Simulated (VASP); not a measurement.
BP (zinc blende) at five volumes. Level of theory: RPA correlation on PBE orbitals, VASP's PBE PAW potentials (set 64) (plane waves; VASP 6.6.1). Numerical set-up: 500 eV cut-off, 4×4×4 Γ-centred mesh, Gaussian smearing of 0.010 eV, potentials B_GW P_GW.

The mesh is coarse, so the correlation energy is not converged in k-points.

| V (Å³/atom) | EXX (eV/atom) | RPA correlation (eV/atom) |
|---|---|---|
| 10.761 | -10.4075 | -6.5878 |
| 11.229 | -10.4578 | -6.5712 |
| 11.697 | -10.4811 | -6.5579 |
| 12.165 | -10.4818 | -6.5472 |
| 12.633 | -10.4634 | -6.5394 |

Question: Add the two parts and fit a third-order Birch-Murnaghan equation of state.

Answer: The totals are -16.9952, -17.0290, -17.0390, -17.0290, -17.0028 eV/atom, with V0 = 11.68 Å³/atom and B0 = 170 GPa.

The compound is BP in the zinc blende structure.
